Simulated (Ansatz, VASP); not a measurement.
# One calculation of Ta3Cu, two programs

```
CELL_PARAMETERS angstrom
-1.96555 1.96555 4.12226
1.96555 -1.96555 4.12226
1.96555 1.96555 -4.12226
ATOMIC_POSITIONS crystal
Ta 0.50000 0.50000 0.00000
Ta 0.25000 0.75000 0.50000
Ta 0.75000 0.25000 0.50000
Cu 0.00000 0.00000 0.00000
```

Change from the starting cell: volume scaled by 0.94.

Alike in both runs: task single point; functional PBE; k mesh 9 × 9 × 9; occupations fermi-dirac, width 0.05 eV; no spin polarisation.

|  | VASP | Ansatz |
| --- | --- | --- |
| version | VASP 6.6.1 | Ansatz 0.2.0 |
| potentials or method | VASP PAW PBE potentials, release 64 (Ta_pv, Cu) | Ansatz PAW |
| plane-wave cutoff (eV) | 520 | 420 |
| valence electrons in the cell | 44 | 58 |

```tsv
	VASP	Ansatz	Ansatz less VASP
gap on the k mesh at the Fermi level (eV)	none	none	-
pressure (GPa)	13.5	13.3	-0.23
largest component of the traceless stress (GPa)	0.75	0.62	-0.131
```

A gap of «none» marks a metal or a gap that the smearing closes. With one functional, cell and mesh, what is left measures potentials, basis and numerics. The two sets of potentials don't hold the same shells in valence.

The runs have no spin-orbit coupling, so splittings on Ta are missing.
